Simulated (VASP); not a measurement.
Calculation: rev-vdW-DF2, VASP's PBE PAW potentials (set 64) (plane waves; VASP).

The input files of a VASP run:

### KPOINTS
```
Regular mesh
0
gamma
8 8 12
```

**INCAR**
```
AGGAC = 0.0
ALGO = Normal
EDIFF = 1E-7
ENCUT = 520
GGA = MK
ISIF = 2
ISMEAR = -5
ISPIN = 2
LASPH = .TRUE.
LCHARG = .TRUE.
LEFG = .TRUE.
LMAXMIX = 4
LORBIT = 11
LREAL = .FALSE.
LUSE_VDW = .TRUE.
LWAVE = .FALSE.
MAGMOM = 2.4 -2.4 -0.0 2*0.0 -0.0
NEDOS = 601
NELM = 100
PARAM1 = 0.1234568
PARAM2 = 0.7114
PREC = Accurate
SYSTEM = MnO2
ZAB_VDW = -1.8867
```

POSCAR:
```
MnO2
4.39940
  1.0000000739   0.0000000000   0.0000000000
  0.0000000000   1.0000000739   0.0000000000
  0.0000000000   0.0000000000   0.6482944657
Mn O
2 4
Cartesian
  0.0000000000   0.0000000000   0.6482944657
  0.5000000369   0.5000000369   0.3241472328
  0.3035189358   0.3035189358   0.0000000000
  0.8035189728   0.1964811011   0.3241472328
  0.1964811011   0.8035189728   0.3241472328
  0.6964811381   0.6964811381   0.0000000000
```

POTCAR, in this order: Mn_pv O (PBE.64 set). Program: vasp_std.

The run wrote:

### OUTCAR
```
 ion  position               nearest neighbor table
   1  0.000  0.000  0.000-   4 1.88   5 1.88   4 1.88   5 1.88   3 1.89   6 1.89
   2  0.500  0.500  0.500-   3 1.88   6 1.88   3 1.88   6 1.88   5 1.89   4 1.89
   3  0.304  0.304  0.000-   2 1.88   2 1.88   1 1.89
   4  0.804  0.196  0.500-   1 1.88   1 1.88   2 1.89
   5  0.196  0.804  0.500-   1 1.88   1 1.88   2 1.89
   6  0.696  0.696  0.000-   2 1.88   2 1.88   1 1.89
  LATTYP: Found a simple tetragonal cell.
 ALAT       =     4.3994003251
 C/A-ratio  =     0.6482944178
 Subroutine PRICEL returns:
 Original cell was already a primitive cell.
 Subroutine GETGRP returns: Found 16 space group operations
The static configuration has the point symmetry D_2h.
 The point group associated with its full space group is D_4h.
The dynamic configuration has the point symmetry D_2h.
The overall configuration has the point symmetry D_2h.
 Subroutine INISYM returns: Found 16 space group operations
 Subroutine IBZKPT returns following result:
 Found    105 irreducible k-points:

 Following reciprocal coordinates:
            Coordinates               Weight
  0.000000  0.000000  0.000000      1.000000
  0.125000  0.000000  0.000000      4.000000
  0.250000  0.000000  0.000000      4.000000
  0.375000  0.000000  0.000000      4.000000
  0.500000  0.000000  0.000000      2.000000
  0.125000  0.125000  0.000000      4.000000
  0.250000  0.125000  0.000000      8.000000
  0.375000  0.125000  0.000000      8.000000
  0.500000  0.125000  0.000000      4.000000
  0.250000  0.250000  0.000000      4.000000
  0.375000  0.250000  0.000000      8.000000
  0.500000  0.250000  0.000000      4.000000
  0.375000  0.375000  0.000000      4.000000
  0.500000  0.375000  0.000000      4.000000
  0.500000  0.500000  0.000000      1.000000
  0.000000  0.000000  0.083333      2.000000
  0.125000  0.000000  0.083333      8.000000
...
```

File OSZICAR:
```
       N       E                     dE             d eps       ncg     rms          rms(c)
DAV:   1     0.662251153004E+03    0.66225E+03   -0.28708E+04 12928   0.202E+03
DAV:   2     0.307012647402E+02   -0.63155E+03   -0.59515E+03 13572   0.571E+02
DAV:   3    -0.501210558593E+02   -0.80822E+02   -0.78849E+02 15664   0.193E+02
DAV:   4    -0.532197358614E+02   -0.30987E+01   -0.30314E+01 14804   0.336E+01
DAV:   5    -0.532785740036E+02   -0.58838E-01   -0.58797E-01 13002   0.519E+00    0.446E+01
DAV:   6    -0.495740072989E+02    0.37046E+01   -0.17365E+02 15758   0.121E+02    0.564E+01
DAV:   7    -0.396758292738E+02    0.98982E+01   -0.13487E+02 16354   0.125E+02    0.203E+01
DAV:   8    -0.375634811796E+02    0.21123E+01   -0.91572E+00 13450   0.295E+01    0.799E+00
DAV:   9    -0.371805941337E+02    0.38289E+00   -0.19494E+00 17010   0.140E+01    0.290E+00
DAV:  10    -0.371939595431E+02   -0.13365E-01   -0.18718E-01 13320   0.361E+00    0.159E+00
DAV:  11    -0.371889892265E+02    0.49703E-02   -0.26881E-02 13572   0.204E+00    0.427E-01
DAV:  12    -0.371888808662E+02    0.10836E-03   -0.35675E-03 14748   0.749E-01    0.211E-01
DAV:  13    -0.371887479133E+02    0.13295E-03   -0.31233E-04 15822   0.176E-01    0.864E-02
DAV:  14    -0.371886700383E+02    0.77875E-04   -0.97800E-05 14224   0.133E-01    0.264E-02
DAV:  15    -0.371886188431E+02    0.51195E-04   -0.62723E-05 14734   0.960E-02    0.219E-02
DAV:  16    -0.371886316550E+02   -0.12812E-04   -0.14583E-05 13338   0.531E-02    0.723E-03
DAV:  17    -0.371886354924E+02   -0.38374E-05   -0.11989E-06 16552   0.125E-02    0.161E-03
DAV:  18    -0.371886349793E+02    0.51314E-06   -0.15746E-07  6974   0.301E-03    0.966E-04
DAV:  19    -0.371886350032E+02   -0.23959E-07   -0.15601E-08  6372   0.113E-03
   1 F= -.37188635E+02 E0= -.37188635E+02  d E =0.000000E+00  mag=     0.0000
```

File OUTCAR:
```
------------------------ aborting loop because EDIFF is reached ----------------------------------------
  FORCE on cell =-STRESS in cart. coord.  units (eV):
  Direction    XX          YY          ZZ          XY          YZ          ZX
  --------------------------------------------------------------------------------------
  Total        0.0256053      0.0256053      0.1533729     -0.0000000      0.0000000      0.0000000
  in kB        0.7431687      0.7431687      4.4515006     -0.0000000      0.0000000      0.0000000
  external PRESSURE =       1.9792793 kB  Pullay stress =       0.0000000 kB
  volume of cell :       55.20
      direct lattice vectors                 reciprocal lattice vectors
     4.399400325  0.000000000  0.000000000     0.227303706  0.000000000  0.000000000
     0.000000000  4.399400325  0.000000000     0.000000000  0.227303706  0.000000000
     0.000000000  0.000000000  2.852106672     0.000000000  0.000000000  0.350618022
 POSITION                                       TOTAL-FORCE (eV/Angst)
 -----------------------------------------------------------------------------------
      0.00000      0.00000      0.00000        -0.000000     -0.000000     -0.000000
      2.19970      2.19970      1.42605        -0.000000     -0.000000     -0.000000
      1.33530      1.33530      0.00000        -0.007155     -0.007155      0.000000
      3.53500      0.86440      1.42605        -0.007155      0.007155     -0.000000
      0.86440      3.53500      1.42605         0.007155     -0.007155     -0.000000
      3.06410      3.06410      0.00000         0.007155      0.007155     -0.000000
 -----------------------------------------------------------------------------------
    total drift:                               -0.000000      0.000000      0.000000
  FREE ENERGIE OF THE ION-ELECTRON SYSTEM (eV)
  ---------------------------------------------------
  free  energy   TOTEN  =       -37.1886350032 eV

  energy  without entropy=      -37.1886350032  energy(sigma->0) =      -37.18863500

 total charge

# of ion       s       p       d       tot
------------------------------------------
    1        0.354   6.472   4.937  11.763
    2        0.354   6.472   4.937  11.763
    3        1.564   3.455   0.000   5.018
    4        1.564   3.455   0.000   5.018
    5        1.564   3.455   0.000   5.018
    6        1.564   3.455   0.000   5.018
--------------------------------------------------
tot          6.962  26.764   9.875  43.600

 magnetization (x)

# of ion       s       p       d       tot
------------------------------------------
    1        0.010   0.018   2.416   2.445
    2       -0.010  -0.018  -2.416  -2.445
    3       -0.001  -0.049   0.000  -0.049
    4        0.001   0.049   0.000   0.049
    5        0.001   0.049   0.000   0.049
    6       -0.001  -0.049   0.000  -0.049
--------------------------------------------------
tot          0.000   0.000   0.000   0.000

 Electric field gradients after diagonalization (V/A^2)
 (convention: |V_zz| > |V_xx| > |V_yy|)
----------------------------------------------------------------------
 ion       V_xx      V_yy      V_zz     asymmetry (V_yy - V_xx)/ V_zz
----------------------------------------------------------------------
   1      -4.500    -4.276     8.777       0.025
   2      -4.500    -4.276     8.777       0.025
   3      60.301    25.351   -85.652       0.408
   4      60.301    25.351   -85.652       0.408
   5      60.301    25.351   -85.652       0.408
   6      60.301    25.351   -85.652       0.408
```
(Selected blocks of OUTCAR.)

For a metal the tetrahedron method with Blöchl corrections gives inexact stress and forces.

The compound is MnO2 in the rutile structure. It was relaxed first.
